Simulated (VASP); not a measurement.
Input of a VASP 6.6.1 run:

File INCAR:

```
SYSTEM = MnInCuS4
PREC = Accurate ; ENCUT = 520
EDIFF = 1E-7 ; ISMEAR = -1
SIGMA = 0.05 ; LREAL = .False.
LASPH = .True. ; NELM = 150
ALGO = Normal ; ISIF = 2
LWAVE = .False. ; LCHARG = .True.
ISPIN = 2 ; MAGMOM = 0 0.6 4 0 0 0 0
LORBIT = 11 ; LMAXMIX = 4
GGA = PE ; LELF = .True.
LVHAR = .True. ; NBANDS = 44
```

KPOINTS

```
regular mesh
0
Gamma
  5 7 4
  0 0 0
```

Contents of POSCAR:

```
MnInCuS4
1.0
    6.1418360876      0.0000000000      0.0000000000
    0.0000000000      3.8429969482      0.0000000000
   -0.0468832880      0.0000000000      6.7683230945
In Cu Mn S
1 1 1 4
Direct
    0.5070500000     -0.0049980000      0.8350870000
    0.4939380000      0.5026590000      0.3358460000
    0.9904830000     -0.0047650000      0.1675710000
    0.3623430000      0.5089330000      0.6466730000
    0.3588730000     -0.0049970000      0.1887090000
    0.9149290000     -0.0001640000      0.8627440000
    0.8587130000      0.4981970000      0.3030610000
```

Potentials or basis: VASP PAW PBE potentials, release 64 (In_d, Cu, Mn_pv, S).

Command:

```console
$ cat potpaw_PBE.64/In_d/POTCAR potpaw_PBE.64/Cu/POTCAR potpaw_PBE.64/Mn_pv/POTCAR potpaw_PBE.64/S/POTCAR > POTCAR
$ mpirun -np 1 vasp_std > vasp.out
```

**Question.** What does it give for the site moments?

**Answer.** In +0.03; Cu -0.11; Mn +3.04; S -0.01, -0.03, -0.04, -0.12 μB.

**Question.** Predict the pressure.

**Answer.** 0.4 GPa.

**Question.** What does it give for the net moment?

**Answer.** 3.00 μB per cell.

Forces in eV/Å, atoms in the order of the input:
```
In   0.179  0.384  0.049
Cu   0.148 -0.109 -0.055
Mn  -0.269  0.070  0.602
S   -0.100 -0.439  0.163
S    0.055  0.157 -0.163
S   -0.221  0.005 -0.327
S    0.208 -0.068 -0.269
```

Caveat: only a ferromagnetic start was run, and an antiferromagnetic order may lie lower in energy.
